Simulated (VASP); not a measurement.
LiF: band structure with PBE

Crystal: LiF.

```xyz
2
Lattice="0.0000 2.0270 2.0270 2.0270 0.0000 2.0270 2.0270 2.0270 0.0000" Properties=species:S:1:pos:R:3 pbc="T T T"
Li    0.0000    0.0000    0.0000
F     2.0270    2.0270    2.0270
```

The cell was built by a generator and needn't be a form met in nature.

| Quantity | Value |
| --- | --- |
| Program | VASP 6.6.1 |
| Task | band structure |
| Functional | PBE |
| Potentials or basis | VASP PAW PBE potentials, release 64 (Li_sv, F) |
| Cutoff | 520 eV |
| k mesh | 12 × 12 × 12 |
| Occupations | gaussian, width 0.02 eV |
| Spin | no spin polarisation |
| Further INCAR settings | ALGO = Fast; EDIFF = 1e-07; NBANDS = 12 |

```json
{"Band gap on the k mesh": "8.92 eV, direct", "Band gap along the path": "8.92 eV, direct"}
```

Levels at the corners of the path, in eV from the valence-band top:
| point | band 2 | band 3 | band 4 | band 5 | band 6 | band 7 | band 8 | band 9 |
| --- | --- | --- | --- | --- | --- | --- | --- | --- |
| Γ | -19.92 | 0.00 | 0.00 | 0.00 | 8.92 | 23.71 | 23.71 | 23.71 |
| X | -19.25 | -2.92 | -0.97 | -0.97 | 14.63 | 16.38 | 17.22 | 20.01 |
| X | -19.25 | -2.92 | -0.97 | -0.97 | 14.63 | 16.38 | 17.22 | 20.01 |
| W | -19.28 | -2.02 | -2.02 | -0.78 | 14.90 | 14.90 | 17.25 | 19.00 |
| W | -19.28 | -2.02 | -2.02 | -0.78 | 14.90 | 14.90 | 17.25 | 19.00 |
| K | -19.29 | -2.43 | -1.52 | -0.71 | 14.35 | 14.74 | 18.18 | 19.46 |
| K | -19.29 | -2.43 | -1.52 | -0.71 | 14.35 | 14.74 | 18.18 | 19.46 |
| Γ | -19.92 | 0.00 | 0.00 | 0.00 | 8.92 | 23.71 | 23.71 | 23.71 |
| Γ | -19.92 | 0.00 | 0.00 | 0.00 | 8.92 | 23.71 | 23.71 | 23.71 |
| L | -19.50 | -2.46 | -0.22 | -0.22 | 10.67 | 16.51 | 18.74 | 18.74 |
| L | -19.50 | -2.46 | -0.22 | -0.22 | 10.67 | 16.51 | 18.74 | 18.74 |
| U | -19.29 | -2.43 | -1.52 | -0.71 | 14.35 | 14.74 | 18.18 | 19.46 |
| U | -19.29 | -2.43 | -1.52 | -0.71 | 14.35 | 14.74 | 18.18 | 19.46 |
| W | -19.28 | -2.02 | -2.02 | -0.78 | 14.90 | 14.90 | 17.25 | 19.00 |
| W | -19.28 | -2.02 | -2.02 | -0.78 | 14.90 | 14.90 | 17.25 | 19.00 |
| L | -19.50 | -2.46 | -0.22 | -0.22 | 10.67 | 16.51 | 18.74 | 18.74 |
| L | -19.50 | -2.46 | -0.22 | -0.22 | 10.67 | 16.51 | 18.74 | 18.74 |
| K | -19.29 | -2.43 | -1.52 | -0.71 | 14.35 | 14.74 | 18.18 | 19.46 |
| U | -19.29 | -2.43 | -1.52 | -0.71 | 14.35 | 14.74 | 18.18 | 19.46 |
| X | -19.25 | -2.92 | -0.97 | -0.97 | 14.63 | 16.38 | 17.22 | 20.01 |

It took 3.8 s on 4 MPI ranks on Intel(R) Xeon(R) 6975P-C (Granite Rapids), on a shared host, peak memory 0.14 GiB a rank.
